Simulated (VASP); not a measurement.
Output of a VASP run:

**OSZICAR**
```
...
RMM:   6    -0.316165332744E+03   -0.25629E-05   -0.30278E-05  1017   0.104E-02
   9 F= -.31616533E+03 E0= -.31616533E+03  d E =-.846976E-02  mag=     1.0000
       N       E                     dE             d eps       ncg     rms          rms(c)
DAV:   1    -0.316165252263E+03    0.77918E-04   -0.14250E+00  1616   0.229E+00    0.191E-01
RMM:   2    -0.316167473385E+03   -0.22211E-02   -0.24045E-02  1540   0.321E-01    0.126E-01
RMM:   3    -0.316167599457E+03   -0.12607E-03   -0.28838E-03  1542   0.117E-01    0.641E-02
RMM:   4    -0.316167582798E+03    0.16659E-04   -0.30388E-04  1544   0.400E-02    0.459E-02
RMM:   5    -0.316167570851E+03    0.11947E-04   -0.81655E-05  1418   0.204E-02    0.169E-02
RMM:   6    -0.316167573057E+03   -0.22059E-05   -0.22585E-05   995   0.928E-03
  10 F= -.31616757E+03 E0= -.31616757E+03  d E =-.224031E-02  mag=     1.0000
       N       E                     dE             d eps       ncg     rms          rms(c)
DAV:   1    -0.316166444821E+03    0.11260E-02   -0.98665E-01  1600   0.190E+00    0.161E-01
RMM:   2    -0.316168005485E+03   -0.15607E-02   -0.16886E-02  1540   0.269E-01    0.106E-01
RMM:   3    -0.316168097235E+03   -0.91749E-04   -0.20480E-03  1542   0.983E-02    0.547E-02
RMM:   4    -0.316168085676E+03    0.11558E-04   -0.21420E-04  1527   0.337E-02    0.387E-02
RMM:   5    -0.316168077185E+03    0.84908E-05   -0.58240E-05  1343   0.173E-02
  11 F= -.31616808E+03 E0= -.31616808E+03  d E =-.274444E-02  mag=     1.0000
       N       E                     dE             d eps       ncg     rms          rms(c)
DAV:   1    -0.316166327789E+03    0.17579E-02   -0.17658E+00  1576   0.253E+00    0.218E-01
RMM:   2    -0.316169570254E+03   -0.32425E-02   -0.34869E-02  1540   0.366E-01    0.110E-01
RMM:   3    -0.316169783312E+03   -0.21306E-03   -0.42790E-03  1542   0.136E-01    0.601E-02
RMM:   4    -0.316169777132E+03    0.61801E-05   -0.44508E-04  1533   0.452E-02    0.444E-02
RMM:   5    -0.316169762162E+03    0.14970E-04   -0.10776E-04  1389   0.224E-02    0.142E-02
RMM:   6    -0.316169765304E+03   -0.31419E-05   -0.30325E-05  1029   0.103E-02
  12 F= -.31616977E+03 E0= -.31616977E+03  d E =-.168812E-02  mag=     1.0000
       N       E                     dE             d eps       ncg     rms          rms(c)
DAV:   1    -0.316168368492E+03    0.13937E-02   -0.87348E-01  1576   0.178E+00    0.153E-01
RMM:   2    -0.316169998521E+03   -0.16300E-02   -0.17514E-02  1540   0.259E-01    0.780E-02
RMM:   3    -0.316170102424E+03   -0.10390E-03   -0.21313E-03  1542   0.959E-02    0.440E-02
RMM:   4    -0.316170097790E+03    0.46340E-05   -0.22235E-04  1458   0.321E-02    0.318E-02
RMM:   5    -0.316170090023E+03    0.77676E-05   -0.55507E-05  1240   0.163E-02
  13 F= -.31617009E+03 E0= -.31617009E+03  d E =-.201284E-02  mag=     1.0000
       N       E                     dE             d eps       ncg     rms          rms(c)
DAV:   1    -0.316167299211E+03    0.27986E-02   -0.16946E+00  1576   0.248E+00    0.242E-01
RMM:   2    -0.316171101061E+03   -0.38018E-02   -0.40721E-02  1540   0.399E-01    0.135E-01
RMM:   3    -0.316171374187E+03   -0.27313E-03   -0.51310E-03  1542   0.149E-01    0.697E-02
RMM:   4    -0.316171360118E+03    0.14068E-04   -0.53183E-04  1536   0.502E-02    0.516E-02
RMM:   5    -0.316171340864E+03    0.19254E-04   -0.13027E-04  1435   0.254E-02    0.194E-02
RMM:   6    -0.316171344508E+03   -0.36443E-05   -0.38443E-05  1090   0.114E-02
  14 F= -.31617134E+03 E0= -.31617134E+03  d E =-.125449E-02  mag=     1.0000
```

OUTCAR:
```
------------------------ aborting loop because EDIFF is reached ----------------------------------------
  FORCE on cell =-STRESS in cart. coord.  units (eV):
  Direction    XX          YY          ZZ          XY          YZ          ZX
  --------------------------------------------------------------------------------------
  Total        6.9471156      7.3795160      5.9985726     -0.0261141     -0.0362233      0.0573287
  in kB       12.4778614     13.2545050     10.7741632     -0.0469041     -0.0650614      0.1029694
  external PRESSURE =      12.1688432 kB  Pullay stress =       0.0000000 kB
  volume of cell :      892.02
      direct lattice vectors                 reciprocal lattice vectors
     4.932320692 -8.543031398  0.000000000     0.101372160 -0.058527234  0.000000000
     4.932320692  8.543031398  0.000000000     0.101372160  0.058527234  0.000000000
     0.000000000  0.000000000 10.584775371     0.000000000  0.000000000  0.094475316
  FREE ENERGIE OF THE ION-ELECTRON SYSTEM (eV)
  ---------------------------------------------------
  free  energy   TOTEN  =      -316.1713445081 eV

  energy  without entropy=     -316.1713445081  energy(sigma->0) =     -316.17134451

 total charge

# of ion       s       p       d       tot
------------------------------------------
    1        0.460   0.460   9.893  10.813
    2        0.463   0.464   9.894  10.820
    3        0.459   0.459   9.893  10.810
    4        0.463   0.471   9.894  10.828
    5        0.459   0.467   9.895  10.821
    6        0.463   0.464   9.894  10.820
    7        0.461   0.464   9.892  10.816
    8        0.463   0.471   9.894  10.828
    9        0.460   0.460   9.893  10.813
   10        0.462   0.457   9.891  10.810
   11        0.459   0.459   9.893  10.810
   12        0.461   0.467   9.894  10.822
   13        0.459   0.460   9.893  10.813
   14        0.462   0.463   9.893  10.819
   15        0.459   0.461   9.893  10.813
   16        0.463   0.470   9.894  10.827
   17        0.459   0.466   9.894  10.820
   18        0.456   0.454   9.893  10.803
   19        0.461   0.464   9.892  10.816
   20        0.459   0.467   9.895  10.820
   21        0.462   0.463   9.893  10.819
   22        0.461   0.464   9.892  10.816
   23        0.463   0.470   9.894  10.827
   24        0.459   0.460   9.893  10.813
   25        0.463   0.456   9.891  10.810
   26        0.460   0.461   9.893  10.813
   27        0.457   0.461   9.894  10.812
   28        0.459   0.460   9.893  10.813
   29        0.463   0.463   9.893  10.819
   30        0.460   0.461   9.893  10.813
   31        0.463   0.471   9.895  10.828
   32        0.460   0.460   9.893  10.813
   33        0.462   0.463   9.893  10.819
   34        0.459   0.459   9.893  10.811
   35        0.463   0.471   9.895  10.829
   36        1.581   3.458   0.000   5.039
   37        1.581   3.464   0.000   5.045
   38        1.583   3.458   0.000   5.041
   39        1.581   3.458   0.000   5.039
   40        1.597   3.444   0.000   5.040
   41        1.581   3.464   0.000   5.045
   42        1.582   3.459   0.000   5.042
   43        1.581   3.458   0.000   5.039
   44        1.581   3.458   0.000   5.039
   45        1.582   3.459   0.000   5.041
   46        1.583   3.458   0.000   5.041
   47        1.582   3.459   0.000   5.040
   48        1.580   3.467   0.000   5.047
...
```
(Selected blocks of OUTCAR.)

**POSCAR**
```
InZn35O36
1
    4.9323206922    -8.5430313976     0.0000000000
    4.9323206922     8.5430313976     0.0000000000
    0.0000000000     0.0000000000    10.5847753715
Zn O In
35 36 1
Direct
  0.2222220000   0.1111110000   0.2500000000
  0.1111110000   0.2222220000   0.0000000000
  0.2222220000   0.1111110000   0.7500000000
  0.1111110000   0.2222220000   0.5000000000
  0.2222220000   0.4444440000   0.2500000000
  0.1111110000   0.5555560000   0.0000000000
  0.2222220000   0.4444440000   0.7500000000
  0.1111110000   0.5555560000   0.5000000000
  0.2222220000   0.7777780000   0.2500000000
  0.1111110000   0.8888890000   0.0000000000
  0.2222220000   0.7777780000   0.7500000000
  0.1111110000   0.8888890000   0.5000000000
  0.5555560000   0.1111110000   0.2500000000
  0.4444440000   0.2222220000   0.0000000000
  0.5555560000   0.1111110000   0.7500000000
  0.4444440000   0.2222220000   0.5000000000
  0.5555560000   0.4444440000   0.2500000000
  0.4444440000   0.5555560000   0.0000000000
  0.5555560000   0.4444440000   0.7500000000
  0.5555560000   0.7777780000   0.2500000000
  0.4444440000   0.8888890000   0.0000000000
  0.5555560000   0.7777780000   0.7500000000
  0.4444440000   0.8888890000   0.5000000000
  0.8888890000   0.1111110000   0.2500000000
  0.7777780000   0.2222220000   0.0000000000
  0.8888890000   0.1111110000   0.7500000000
  0.7777780000   0.2222220000   0.5000000000
  0.8888890000   0.4444440000   0.2500000000
  0.7777780000   0.5555560000   0.0000000000
  0.8888890000   0.4444440000   0.7500000000
  0.7777780000   0.5555560000   0.5000000000
  0.8888890000   0.7777780000   0.2500000000
  0.7777780000   0.8888890000   0.0000000000
  0.8888890000   0.7777780000   0.7500000000
  0.7777780000   0.8888890000   0.5000000000
  0.2222220000   0.1111110000   0.4410000000
  0.1111110000   0.2222220000   0.1910000000
  0.2222220000   0.1111110000   0.9410000000
  0.1111110000   0.2222220000   0.6910000000
  0.2230370000   0.4445880000   0.4365480000
  0.1111110000   0.5555560000   0.1910000000
  0.2222220000   0.4444440000   0.9410000000
  0.1111110000   0.5555560000   0.6910000000
  0.2222220000   0.7777780000   0.4410000000
  0.1111110000   0.8888890000   0.1910000000
  0.2222220000   0.7777780000   0.9410000000
  0.1111110000   0.8888890000   0.6910000000
  0.5555560000   0.1111110000   0.4410000000
  0.4444440000   0.2222220000   0.1910000000
  0.5555560000   0.1111110000   0.9410000000
  0.4444440000   0.2222220000   0.6910000000
  0.5520270000   0.4441260000   0.4382520000
  0.4444440000   0.5555560000   0.1910000000
  0.5555560000   0.4444440000   0.9410000000
  0.4470010000   0.5578400000   0.6929260000
  0.5553270000   0.7725700000   0.4416310000
  0.4444440000   0.8888890000   0.1910000000
  0.5555560000   0.7777780000   0.9410000000
  0.4444440000   0.8888890000   0.6910000000
  0.8888890000   0.1111110000   0.4410000000
  0.7777780000   0.2222220000   0.1910000000
  0.8888890000   0.1111110000   0.9410000000
  0.7777780000   0.2222220000   0.6910000000
  0.8888890000   0.4444440000   0.4410000000
  0.7777780000   0.5555560000   0.1910000000
  0.8888890000   0.4444440000   0.9410000000
  0.7777780000   0.5555560000   0.6910000000
  0.8888890000   0.7777780000   0.4410000000
  0.7777780000   0.8888890000   0.1910000000
  0.8888890000   0.7777780000   0.9410000000
  0.7777780000   0.8888890000   0.6910000000
  0.4398020000   0.5552580000   0.4992950000
```

Reconstruct the remaining input files.

One answer among several that fit: the input of the run itself, PBE GGA, plane waves, VASP's PBE PAW potentials (set 64).

**KPOINTS**
```
Automatic mesh
0
Gamma
1 1 1
0 0 0
```

**INCAR**
```
SYSTEM = InZn35O36
PREC = Normal
ENCUT = 400
EDIFF = 1E-5
NELM = 100
ALGO = Fast
LREAL = Auto
LASPH = .TRUE.
ISMEAR = 0
SIGMA = 0.05
GGA = PE
LMAXMIX = 4
LWAVE = .FALSE.
LCHARG = .FALSE.
NELMIN = 4
ISYM = 0
NELECT = 641.0
ISPIN = 2
NUPDOWN = 1
MAGMOM = 72*0.0139
LORBIT = 10
IBRION = 2
ISIF = 2
NSW = 60
EDIFFG = -0.03
```

POTCAR, in this order: Zn O In (PBE.64 set). Program: vasp_gam.

At this cut-off the stress carries a Pulay error, which pulls relaxed volumes low. The cell is charged, with a uniform compensating background. The supercell is sampled at Γ alone, which is coarse: total energies, pressure and levels can be off, energies of defects by several tenths of an eV.

The cell is a supercell with a defect, built from ZnO (wurtzite): In_Zn, charge -2.
